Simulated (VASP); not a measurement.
Consider the following.

```xyz
4
Lattice="3.3265 0.0000 0.0000 -1.6632 2.8808 0.0000 0.0000 0.0000 5.4562" Properties=species:S:1:pos:R:3 pbc="T T T"
In     0.0000     0.0000     5.4405
Ga     1.6632     0.9603     2.7059
N      1.6632     0.9603     0.7968
N      0.0000     0.0000     3.2874
```

Computed with LDA (Ceperley-Alder, Perdew-Zunger) with spin-orbit coupling, VASP's LDA PAW potentials (set 64) (plane waves; VASP). Run with 520 eV cut-off, 7×7×4 Γ-centred mesh, Gaussian smearing of 0.050 eV, potentials In_d Ga_d N.

Task: What does the run give for the energy per atom (σ→0), band gap (over mesh and band path) with the smallest direct gap where there is one?

Result: 
```
Quantity                                                Value
---------------------------------------------  --------------
band gap (over mesh and band path)                    0.45 eV
smallest direct gap (over mesh and band path)         0.45 eV
energy per atom (σ→0)                          -6.513 eV/atom
```

The structure comes from a computed database's InGaN2 entry (P3m1); how it stands against other phases isn't given here. It was relaxed first, which changed the volume by -6 %.
